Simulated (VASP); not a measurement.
# Sr2TiSnO6 (Fm-3m) in VASP: a series of runs

Runs on Sr2TiSnO6. Level: LDA. Tasks: single point.

Program: VASP 6.6.1. These are calculated values, not measurements. Logs are shortened: lines on timing, memory, paths and dates and some standing lists are left out, and cuts for length are marked.

## 1. The structure

Symmetry: Fm-3m, No. 225, cubic system. The conventional cell has a = 8.059 Å, b = 8.059 Å, c = 8.059 Å, α = 90.00°, β = 90.00°, γ = 90.00°. Around Sr (site symmetry -43m) lie 12 O at 2.85 Å. Ti (site symmetry m-3m) is surrounded by 6 O at 1.97 Å. Sn (site symmetry m-3m) has 6 O at 2.06 Å as nearest neighbours. O (site symmetry 4mm) is surrounded by 1 Ti at 1.97 Å and 1 Sn at 2.06 Å.

The cell comes from a database or a generator and needn't be the stable form of this composition.

## 2. Single point, LDA

The input, INCAR:

```
SYSTEM = Sr2TiSnO6
ALGO = Normal ; EDIFF = 1E-6
ENCUT = 520 ; GGA = CA
ISIF = 2 ; ISMEAR = -1
LASPH = .True. ; LCHARG = .True.
LELF = .True. ; LREAL = .False.
LVHAR = .True. ; LWAVE = .False.
NBANDS = 52 ; NELM = 100
PREC = Accurate ; SIGMA = 0.01
```

The input, KPOINTS:

```
k-points
0
Gamma
  4 4 4
  0 0 0
```

The input, POSCAR:

```
Sr2TiSnO6
1.0
    0.0000000000      4.0292700000      4.0292700000
    4.0292700000      0.0000000000      4.0292700000
    4.0292700000      4.0292700000      0.0000000000
Sr Ti Sn O
2 1 1 6
Direct
    0.2500000000      0.2500000000      0.2500000000
    0.7500000000      0.7500000000      0.7500000000
    0.5000000000      0.5000000000      0.5000000000
    0.0000000000      0.0000000000      0.0000000000
    0.7441100000      0.2558900000      0.2558900000
    0.2558900000      0.7441100000      0.7441100000
    0.2558900000      0.7441100000      0.2558900000
    0.7441100000      0.2558900000      0.7441100000
    0.2558900000      0.2558900000      0.7441100000
    0.7441100000      0.7441100000      0.2558900000
```

Potentials or basis: VASP PAW LDA potentials, release 64 (Sr_sv, Ti_sv, Sn_d, O).

The run is started by

```bash
$ cat potpaw_LDA.64/Sr_sv/POTCAR potpaw_LDA.64/Ti_sv/POTCAR potpaw_LDA.64/Sn_d/POTCAR potpaw_LDA.64/O/POTCAR > POTCAR
$ mpirun -np 1 vasp_std > vasp.out
```

OUTCAR:

```text
SYSTEM = Sr2TiSnO6
   EDIFF = 1E-6
   ENCUT = 520
   GGA = CA
   ISIF = 2
   ISMEAR = -1
   LASPH = .True.
   LREAL = .False.
   NELM = 100
   PREC = Accurate

 ion  position               nearest neighbor table
   1  0.250  0.250  0.250-   5 2.85   7 2.85   9 2.85   6 2.85   8 2.85   9 2.85   6 2.85   7 2.85
                            10 2.85   5 2.85   8 2.85  10 2.85   3 3.49   4 3.49   4 3.49   3 3.49
   2  0.750  0.750  0.750-   6 2.85   7 2.85   9 2.85   5 2.85   8 2.85   9 2.85   5 2.85   7 2.85
                            10 2.85   6 2.85   8 2.85  10 2.85   3 3.49   4 3.49   3 3.49   3 3.49
   3  0.500  0.500  0.500-   5 1.97   6 1.97   7 1.97   8 1.97   9 1.97  10 1.97   1 3.49   1 3.49
                             1 3.49   2 3.49   1 3.49   2 3.49   2 3.49   2 3.49
   4  0.000  0.000  0.000-   5 2.06   6 2.06   7 2.06   8 2.06   9 2.06  10 2.06   2 3.49   2 3.49
                             1 3.49   2 3.49   2 3.49   1 3.49   1 3.49   1 3.49
   5  0.744  0.256  0.256-   3 1.97   4 2.06   1 2.85   1 2.85   2 2.85   2 2.85
   6  0.256  0.744  0.744-   3 1.97   4 2.06   2 2.85   1 2.85   1 2.85   2 2.85
   7  0.256  0.744  0.256-   3 1.97   4 2.06   1 2.85   1 2.85   2 2.85   2 2.85
   8  0.744  0.256  0.744-   3 1.97   4 2.06   2 2.85   1 2.85   1 2.85   2 2.85
   9  0.256  0.256  0.744-   3 1.97   4 2.06   1 2.85   1 2.85   2 2.85   2 2.85
  10  0.744  0.744  0.256-   3 1.97   4 2.06   2 2.85   1 2.85   1 2.85   2 2.85

  LATTYP: Found a face centered cubic cell.
 ALAT       =     8.0585400000

  Lattice vectors:

 A1 = (   0.0000000000,   4.0292700000,   4.0292700000)
 A2 = (   4.0292700000,   0.0000000000,   4.0292700000)
 A3 = (   4.0292700000,   4.0292700000,   0.0000000000)

Analysis of symmetry for initial positions (statically):
=====================================================================
 Subroutine PRICEL returns:
 Original cell was already a primitive cell.

 Routine SETGRP: Setting up the symmetry group for a
 face centered cubic supercell.

 Subroutine GETGRP returns: Found 48 space group operations
 (whereof 48 operations were pure point group operations)
 out of a pool of 48 trial point group operations.

The static configuration has the point symmetry O_h .

Analysis of symmetry for dynamics (positions and initial velocities):
=====================================================================
 Subroutine PRICEL returns:
 Original cell was already a primitive cell.

 Routine SETGRP: Setting up the symmetry group for a
 face centered cubic supercell.

 Subroutine GETGRP returns: Found 48 space group operations
 (whereof 48 operations were pure point group operations)
 out of a pool of 48 trial point group operations.

The dynamic configuration has the point symmetry O_h .

 Subroutine INISYM returns: Found 48 space group operations
 (whereof 48 operations are pure point group operations),
 and found     1 'primitive' translations

----------------------------------------------------------------------------------------

                                     Primitive cell

  volume of cell :     130.8305

  direct lattice vectors                    reciprocal lattice vectors
     0.000000000  4.029270000  4.029270000    -0.124091957  0.124091957  0.124091957
     4.029270000  0.000000000  4.029270000     0.124091957 -0.124091957  0.124091957
     4.029270000  4.029270000  0.000000000     0.124091957  0.124091957 -0.124091957

  length of vectors
     5.698248280  5.698248280  5.698248280     0.214933575  0.214933575  0.214933575

  position of ions in fractional coordinates (direct lattice)
     0.250000000  0.250000000  0.250000000
     0.750000000  0.750000000  0.750000000
     0.500000000  0.500000000  0.500000000
     0.000000000  0.000000000  0.000000000
     0.744110000  0.255890000  0.255890000
     0.255890000  0.744110000  0.744110000
     0.255890000  0.744110000  0.255890000
     0.744110000  0.255890000  0.744110000
     0.255890000  0.255890000  0.744110000
     0.744110000  0.744110000  0.255890000

  ion indices of the primitive-cell ions
   primitive index   ion index
                 1           1
                 2           2
                 3           3
                 4           4
                 5           5
                 6           6
                 7           7
                 8           8
                 9           9
                10          10

----------------------------------------------------------------------------------------

 KPOINTS: k-points

Automatic generation of k-mesh.
 Grid dimensions read from file:
 generate k-points for:    4    4    4

 Generating k-lattice:

  Cartesian coordinates                     Fractional coordinates (reciprocal lattice)
    -0.031022989  0.031022989  0.031022989     0.250000000  0.000000000  0.000000000
     0.031022989 -0.031022989  0.031022989     0.000000000  0.250000000  0.000000000
     0.031022989  0.031022989 -0.031022989     0.000000000  0.000000000  0.250000000

  Length of vectors
     0.053733394  0.053733394  0.053733394

  Shift w.r.t. Gamma in fractional coordinates (k-lattice)
     0.000000000  0.000000000  0.000000000

 Subroutine IBZKPT returns following result:
 ===========================================

 Found      8 irreducible k-points:

 Following reciprocal coordinates:
            Coordinates               Weight
  0.000000  0.000000  0.000000      1.000000
  0.250000  0.000000  0.000000      8.000000
  0.500000  0.000000  0.000000      4.000000
  0.250000  0.250000  0.000000      6.000000
  0.500000  0.250000  0.000000     24.000000
 -0.250000  0.250000  0.000000     12.000000
  0.500000  0.500000  0.000000      3.000000
 -0.250000  0.500000  0.250000      6.000000
   k-points           NKPTS =      8   k-points in BZ     NKDIM =      8   number of bands    NBANDS=     52
   number of dos      NEDOS =    301   number of ions     NIONS =     10
   total plane-waves  NPLWV =  74088
   dimension x,y,z NGX =    42 NGY =   42 NGZ =   42
   dimension x,y,z NGXF=    84 NGYF=   84 NGZF=   84
   ions per type =               2   1   1   6
   NGX,Y,Z   is equivalent  to a cutoff of  12.25, 12.25, 12.25 a.u.
   NGXF,Y,Z  is equivalent  to a cutoff of  24.51, 24.51, 24.51 a.u.
 SYSTEM =  Sr2TiSnO6
   PREC   = accura    normal or accurate (medium, high low for compatibility)
   ISTART =      0    job   : 0-new  1-cont  2-samecut
   ICHARG =      2    charge: 1-file 2-atom 10-const
   ISPIN  =      1    spin polarized calculation?
   LNONCOLLINEAR =      F non collinear calculations
   LSORBIT =      F    spin-orbit coupling
   LASPH  =      T    aspherical Exc in radial PAW
   ENCUT  =  520.0 eV  38.22 Ry    6.18 a.u.  10.59 10.59 10.59*2*pi/ulx,y,z
   NELM   =    100;   NELMIN=  2; NELMDL= -5     # of ELM steps
   EDIFF  = 0.1E-05   stopping-criterion for ELM
   LREAL  =      F    real-space projection
   EDIFFG = 0.1E-04   stopping-criterion for IOM
   NSW    =      0    number of steps for IOM
   IBRION =     -1    ionic relax: 0-MD 1-quasi-New 2-CG
   NFREE  =      0    steps in history (QN), initial steepest desc. (CG)
   ISIF   =      2    stress and relaxation
   ISYM   =      2    0-nonsym 1-usesym 2-fastsym
   POTIM  = 0.5000    time-step for ionic-motion
   TEBEG  =    0.0;   TEEND  =   0.0 temperature during run
   PSTRESS=    0.0 pullay stress
   NELECT =      82.0000    total number of electrons
   NUPDOWN=      -1.0000    fix difference up-down
   EMIN   =  10.00;   EMAX   =-10.00  energy-range for DOS
   EFERMI =   0.00;   METHOD = LEGACY
   ISMEAR =    -1;   SIGMA  =   0.01  broadening in eV -4-tet -1-fermi 0-gaus
   EFERMI_NEDOS =   21; number of points for ismear=-14 and -15
   IALGO  =     38    algorithm
   IMIX   =      4    mixing-type and parameters
     AMIX     =   0.40;   BMIX     =  1.00
     AMIX_MAG =   1.60;   BMIX_MAG =  1.00
  volume/ion in A,a.u.               =      13.08        88.29
  Fermi-wavevector in a.u.,A,eV,Ry     =   1.401016  2.647536 26.706137  1.962846
  Thomas-Fermi vector in A             =   2.523919
   LORBIT       =      0    0 simple, 1 ext, 2 COOP (PROOUT), +10 PAW based schemes
   GGA     = CA    functional components
   LHFCALC =     F    Hartree Fock is set to
   AEXX    =    0.0000 exact exchange contribution
   IVDW    =     0    specifies the selected vdW correction
   LEPSILON=     F    determine dielectric tensor
   LRPA    =     F    only Hartree local field effects (RPA)
 non-spin polarized calculation
  energy-cutoff  :      520.00
  volume of cell :      130.83
 maximum number of plane-waves:      3543
   NGX = 21   NGY = 21   NGZ = 21

 number of electron      81.9999988 magnetization

 Free energy of the ion-electron system (eV)
  ---------------------------------------------------
  ext. energy  EPLUGINS =         0.00000000
  ---------------------------------------------------
  free energy    TOTEN  =       -79.02141701 eV

  energy without entropy =      -79.02141701  energy(sigma->0) =      -79.02141701

 E-fermi :   4.1778     XC(G=0): -11.4502

 val. band max:        3.8277069749   @ k =   0.0000   0.0000   0.0000
 cond. band min:       6.7824335549   @ k =   0.5000   0.5000   0.0000
 fundamental gap:      2.9547265800
 Fermi energy:         4.1777801098

 k-point     1 :       0.0000    0.0000    0.0000
  band No.  band energies     occupation
      1     -52.0529      2.00000
      2     -28.9550      2.00000
      3     -28.9136      2.00000
      4     -28.7074      2.00000
      5     -28.7074      2.00000
      6     -28.7074      2.00000
[... 44 lines left out ...]
     51      10.2109      0.00000
     52      10.2809      0.00000
[... 383 lines left out ...]
     51      11.4735      0.00000
     52      11.6114      0.00000

------------------------ aborting loop because EDIFF is reached ----------------------------------------

  FORCE on cell =-STRESS in cart. coord.  units (eV):
  Direction    XX          YY          ZZ          XY          YZ          ZX
  --------------------------------------------------------------------------------------
  -------------------------------------------------------------------------------------
  Total       -8.3905728     -8.3905728     -8.3905728     -0.0000000      0.0000000     -0.0000000
  in kB     -102.7526634   -102.7526634   -102.7526634     -0.0000000      0.0000000     -0.0000000
  external PRESSURE =    -102.7526634 kB  Pullay stress =       0.0000000 kB

 VOLUME and BASIS-vectors are now :
 -----------------------------------------------------------------------------
  energy-cutoff  :      520.00
  volume of cell :      130.83
      direct lattice vectors                 reciprocal lattice vectors
     0.000000000  4.029270000  4.029270000    -0.124091957  0.124091957  0.124091957
     4.029270000  0.000000000  4.029270000     0.124091957 -0.124091957  0.124091957
     4.029270000  4.029270000  0.000000000     0.124091957  0.124091957 -0.124091957

 POSITION                                       TOTAL-FORCE (eV/Angst)
 -----------------------------------------------------------------------------------
      2.01464      2.01464      2.01464         0.000000     -0.000000     -0.000000
      6.04391      6.04391      6.04391         0.000000      0.000000      0.000000
      4.02927      4.02927      4.02927         0.000000      0.000000      0.000000
      0.00000      0.00000      0.00000         0.000000      0.000000     -0.000000
      2.06210      4.02927      4.02927         0.071265      0.000000      0.000000
      5.99644      4.02927      4.02927        -0.071265      0.000000      0.000000
      4.02927      2.06210      4.02927         0.000000      0.071265      0.000000
      4.02927      5.99644      4.02927         0.000000     -0.071265      0.000000
      4.02927      4.02927      2.06210         0.000000      0.000000      0.071265
      4.02927      4.02927      5.99644         0.000000      0.000000     -0.071265
 -----------------------------------------------------------------------------------
    total drift:                               -0.000000     -0.000000      0.000000

  FREE ENERGIE OF THE ION-ELECTRON SYSTEM (eV)
  ---------------------------------------------------
  free  energy   TOTEN  =       -79.0214170105 eV

  energy  without entropy=      -79.0214170105  energy(sigma->0) =      -79.02141701
```

Run time: 57 s. Hardware: 1 thread of Intel Xeon 6975P-C (Granite Rapids), shared host; peak memory 0.24 GiB.

Results:

| Property | Result |
| --- | --- |
| Free energy | -79.0214 eV |
| Pressure | -10.3 GPa |
| Largest force | 0.071 eV/Å |
| Band gap on the k mesh | 2.95 eV, indirect (least direct gap 2.97 eV) |

Forces on the atoms (eV/Å):
```
Sr   0.000  0.000  0.000
Sr   0.000  0.000  0.000
Ti   0.000  0.000  0.000
Sn   0.000  0.000  0.000
O    0.071  0.000  0.000
O   -0.071  0.000  0.000
O    0.000  0.071  0.000
O    0.000 -0.071  0.000
O    0.000  0.000  0.071
O    0.000  0.000 -0.071
```

Caveat: spin-orbit coupling is left out, which moves the levels of the heavy elements. A k mesh can miss the band edges.

## 3. Single point, LDA

The input, INCAR:

```
SYSTEM = Sr2TiSnO6
ALGO = Normal ; EDIFF = 1E-7
ENCUT = 520 ; GGA = CA
ISIF = 2 ; ISMEAR = -1
LASPH = .TRUE. ; LCHARG = .FALSE.
LREAL = .FALSE. ; LWAVE = .FALSE.
NBANDS = 52 ; NELM = 100
PREC = Accurate ; SIGMA = 0.01
```

The input, KPOINTS:

```
k-points
0
G
  4 4 4
  0 0 0
```

POSCAR is that of step 2.

Potentials or basis: VASP PAW LDA potentials, release 64 (Sr_sv, Ti_sv, Sn_d, O).

The run is started by

```bash
$ cat potpaw_LDA.64/Sr_sv/POTCAR potpaw_LDA.64/Ti_sv/POTCAR potpaw_LDA.64/Sn_d/POTCAR potpaw_LDA.64/O/POTCAR > POTCAR
$ mpirun -np 1 vasp_std > vasp.out
```

OUTCAR:

```text
SYSTEM = Sr2TiSnO6
   EDIFF = 1E-7
   ENCUT = 520
   GGA = CA
   ISIF = 2
   ISMEAR = -1
   LASPH = .TRUE.
   LREAL = .FALSE.
   NELM = 100
   PREC = Accurate

 ion  position               nearest neighbor table
   1  0.250  0.250  0.250-   5 2.85   7 2.85   9 2.85   6 2.85   8 2.85   9 2.85   6 2.85   7 2.85
                            10 2.85   5 2.85   8 2.85  10 2.85   3 3.49   4 3.49   4 3.49   3 3.49
   2  0.750  0.750  0.750-   6 2.85   7 2.85   9 2.85   5 2.85   8 2.85   9 2.85   5 2.85   7 2.85
                            10 2.85   6 2.85   8 2.85  10 2.85   3 3.49   4 3.49   3 3.49   3 3.49
   3  0.500  0.500  0.500-   5 1.97   6 1.97   7 1.97   8 1.97   9 1.97  10 1.97   1 3.49   1 3.49
[... 649 lines left out ...]
 VOLUME and BASIS-vectors are now :
 -----------------------------------------------------------------------------
  energy-cutoff  :      520.00
  volume of cell :      130.83
      direct lattice vectors                 reciprocal lattice vectors
     0.000000000  4.029270000  4.029270000    -0.124091957  0.124091957  0.124091957
     4.029270000  0.000000000  4.029270000     0.124091957 -0.124091957  0.124091957
     4.029270000  4.029270000  0.000000000     0.124091957  0.124091957 -0.124091957

 POSITION                                       TOTAL-FORCE (eV/Angst)
 -----------------------------------------------------------------------------------
      2.01464      2.01464      2.01464         0.000000      0.000000      0.000000
      6.04391      6.04391      6.04391        -0.000000     -0.000000     -0.000000
      4.02927      4.02927      4.02927        -0.000000      0.000000     -0.000000
      0.00000      0.00000      0.00000        -0.000000      0.000000     -0.000000
      2.06210      4.02927      4.02927         0.071511      0.000000      0.000000
      5.99644      4.02927      4.02927        -0.071511      0.000000      0.000000
      4.02927      2.06210      4.02927         0.000000      0.071511      0.000000
      4.02927      5.99644      4.02927         0.000000     -0.071511      0.000000
      4.02927      4.02927      2.06210         0.000000      0.000000      0.071511
      4.02927      4.02927      5.99644         0.000000      0.000000     -0.071511
 -----------------------------------------------------------------------------------
    total drift:                               -0.000000     -0.000000      0.000000

  FREE ENERGIE OF THE ION-ELECTRON SYSTEM (eV)
  ---------------------------------------------------
  free  energy   TOTEN  =       -79.0214169938 eV

  energy  without entropy=      -79.0214169938  energy(sigma->0) =      -79.02141699
```

OSZICAR:

```text
N       E                     dE             d eps       ncg     rms          rms(c)
DAV:   1     0.108831271061E+04    0.10883E+04   -0.39849E+04   840   0.191E+03
DAV:   2     0.902039600712E+02   -0.99811E+03   -0.93317E+03   912   0.558E+02
DAV:   3    -0.815429300203E+02   -0.17175E+03   -0.16798E+03  1060   0.208E+02
DAV:   4    -0.932144675012E+02   -0.11672E+02   -0.11604E+02  1204   0.552E+01
DAV:   5    -0.937987778671E+02   -0.58431E+00   -0.58366E+00  1280   0.993E+00    0.298E+01
DAV:   6    -0.789753724814E+02    0.14823E+02   -0.72998E+01  1200   0.659E+01    0.188E+01
DAV:   7    -0.793261398400E+02   -0.35077E+00   -0.12897E+01  1132   0.197E+01    0.132E+01
DAV:   8    -0.790716074153E+02    0.25453E+00   -0.13045E+00  1184   0.937E+00    0.466E+00
DAV:   9    -0.790403584825E+02    0.31249E-01   -0.39184E-01  1232   0.373E+00    0.121E+00
DAV:  10    -0.790225594441E+02    0.17799E-01   -0.13477E-01  1248   0.246E+00    0.514E-01
DAV:  11    -0.790218793197E+02    0.68012E-03   -0.18736E-02  1312   0.115E+00    0.179E-01
DAV:  12    -0.790214995826E+02    0.37974E-03   -0.25855E-03  1104   0.494E-01    0.109E-01
DAV:  13    -0.790214164509E+02    0.83132E-04   -0.55356E-04  1200   0.151E-01    0.239E-02
DAV:  14    -0.790214198229E+02   -0.33720E-05   -0.74286E-05  1192   0.467E-02    0.169E-02
DAV:  15    -0.790214220346E+02   -0.22117E-05   -0.34067E-05  1312   0.461E-02    0.182E-02
DAV:  16    -0.790214170125E+02    0.50221E-05   -0.96991E-06  1112   0.320E-02    0.277E-03
DAV:  17    -0.790214170275E+02   -0.14963E-07   -0.19428E-06  1128   0.643E-03    0.207E-03
DAV:  18    -0.790214169938E+02    0.33717E-07   -0.15850E-07   720   0.324E-03
   1 F= -.79021417E+02 E0= -.79021417E+02  d E =-.296907E-16
```

It took 55 s on 1 thread of Intel Xeon 6975P-C (Granite Rapids), shared host; peak memory 0.24 GiB.

Results:

* Free energy: -79.0214 eV
* Pressure: -10.3 GPa
* Largest force: 0.072 eV/Å
* Band gap on the k mesh: 2.95 eV, indirect (least direct gap 2.97 eV)

Forces on the atoms (eV/Å):
```
Sr   0.000  0.000  0.000
Sr   0.000  0.000  0.000
Ti   0.000  0.000  0.000
Sn   0.000  0.000  0.000
O    0.072  0.000  0.000
O   -0.072  0.000  0.000
O    0.000  0.072  0.000
O    0.000 -0.072  0.000
O    0.000  0.000  0.072
O    0.000  0.000 -0.072
```

Caveat: spin-orbit coupling is left out, which moves the levels of the heavy elements.
